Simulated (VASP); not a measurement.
Here is a VASP 6.6.1 calculation.

The input INCAR:

```
ALGO = Normal
EDIFF = 1E-7
EDIFFG = -0.005
ENCUT = 520
GGA = PE
IBRION = 2
ISIF = 3
ISMEAR = 0
KPAR = 8
LASPH = True
LCHARG = False
LREAL = False
LWAVE = False
NELM = 120
NSW = 60
POTIM = 0.3
PREC = Accurate
SIGMA = 0.1
```

Contents of KPOINTS:

```
k-points
0
Gamma
  6 6 6
```

The input POSCAR:

```
B2C                                     
1.0
    6.0336806547     -1.9402840389      0.0046289313
    6.0336806547      1.9402840389      0.0046289313
   -0.2865700279      0.0000000000      3.8584660978
  B               C             
     8     4
Direct
     0.3089198408307318    0.5880424183460097    0.6692483537366808
     0.6746483557596863    0.1927865190266538    0.2909217635989553
     0.8072134809733460    0.3253516442403137    0.7090782364010447
     0.4119575816539903    0.6910801591692681    0.3307516462633193
     0.3439893983862670    0.2915445918953332    0.4745289195359098
     0.7082966465365282    0.8965728894042508    0.0844172231546992
     0.7084554081046667    0.6560106016137329    0.5254710804640902
     0.1034271105957493    0.2917033534634718    0.9155827768453009
     0.0336281187045266    0.9663718812954735    0.5000000000000000
     0.5311748551821195    0.4688251448178805    0.0000000000000000
     0.4798926053584937    0.0167352720861109    0.7496184515480121
     0.9832647279138890    0.5201073946415063    0.2503815484519879
```

Potentials or basis: VASP PAW PBE potentials, release 64 (B, C).

Launch:

```sh
$ cat potpaw_PBE.64/B/POTCAR potpaw_PBE.64/C/POTCAR > POTCAR
$ mpirun -np 8 vasp_std > vasp.out
```

(1) What does it give for the band gap on the k mesh?

(2) Estimate the relaxed volume.

Results:

(1) none (metal or under the smearing width).

(2) 7.53 Å³/atom.
